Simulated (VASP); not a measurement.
Input for VASP

### POSCAR
```
BaTiO3
1
    3.9074666789     0.0000000000     0.0000000000
    0.0000000000     3.9074666789     0.0000000000
    0.0000000000     0.0000000000     4.0144622318
Ba Ti O
1 1 3
Direct
  0.0000000000   1.0000000000   0.0032508032
  0.5000000000   0.5000000000   0.5210027245
  0.5000000000   0.5000000000   0.9712374489
  0.0000000000   0.5000000000   0.4842545117
  0.5000000000   1.0000000000   0.4842545117
```

**INCAR**
```
PARAM1 = 0.1234
LWAVE = .False.
LASPH = .True.   ! aspherical one-centre terms
NSW = 30
EDIFF = 1E-7   ! SCF stop (eV)
ENCUT = 520
LREAL = .False.   ! projection in real space or not
ALGO = Normal   ! blocked Davidson
GGA = MK
PREC = Accurate
SYSTEM = BaTiO3
ISMEAR = 0   ! Gaussian
NELM = 100
LUSE_VDW = .True.
PARAM2 = 1.0
EDIFFG = -0.01
ISIF = 4   ! ions and shape, fixed volume
SIGMA = 0.05
IBRION = 2
AGGAC = 0.0
LMAXMIX = 4   ! l cut-off of mixed one-centre charges
LCHARG = .False.
```

KPOINTS:
```
Automatic mesh
0
Gamma
6 6 6
0 0 0
```

POTCAR, in this order: Ba_sv Ti_sv O (PBE.64 set). Program: vasp_std.

**Question.** Write an equivalent input for Quantum ESPRESSO's pw.x.

**Answer.** One equivalent input (not run):
```
&CONTROL
  calculation = 'vc-relax'
  pseudo_dir = './pseudo'
  outdir = './out'
  tprnfor = .true.
  tstress = .true.
  nstep = 30
  forc_conv_thr = 0.00039
/
&SYSTEM
  ibrav = 0
  nat = 5
  ntyp = 3
  ecutwfc = 84
  occupations = 'smearing'
  smearing = 'gaussian'
  degauss = 0.003675
  input_dft = 'vdw-df-ob86'
/
&ELECTRONS
  conv_thr = 7.3e-09
  electron_maxstep = 100
/
&IONS
/
&CELL
  cell_dofree = 'shape'
/
ATOMIC_SPECIES
  Ba 137.327 Ba.upf
  Ti 47.867 Ti.upf
  O 15.999 O.upf
CELL_PARAMETERS angstrom
     3.9074667    0.0000000    0.0000000
     0.0000000    3.9074667    0.0000000
     0.0000000    0.0000000    4.0144622
ATOMIC_POSITIONS crystal
  Ba   0.0000000  1.0000000  0.0032508
  Ti   0.5000000  0.5000000  0.5210027
  O    0.5000000  0.5000000  0.9712374
  O    0.0000000  0.5000000  0.4842545
  O    0.5000000  1.0000000  0.4842545
K_POINTS automatic
  6 6 6 0 0 0
```
The two are equivalent in intent, not identical: the potentials are each code's own (VASP's PAW set, PseudoDojo norm-conserving files in pw.x), so ENCUT and ecutwfc are chosen apart and not converted; conv_thr bounds pw.x's estimated SCF error, while EDIFF bounds the energy change between steps; forc_conv_thr acts on force components and is met together with etot_conv_thr.

The compound is BaTiO3 in the tetragonal perovskite structure. This cell is one point of a volume scan, at 0.94 of the reference volume. Symmetry was kept, so distortions that lower it aren't found.
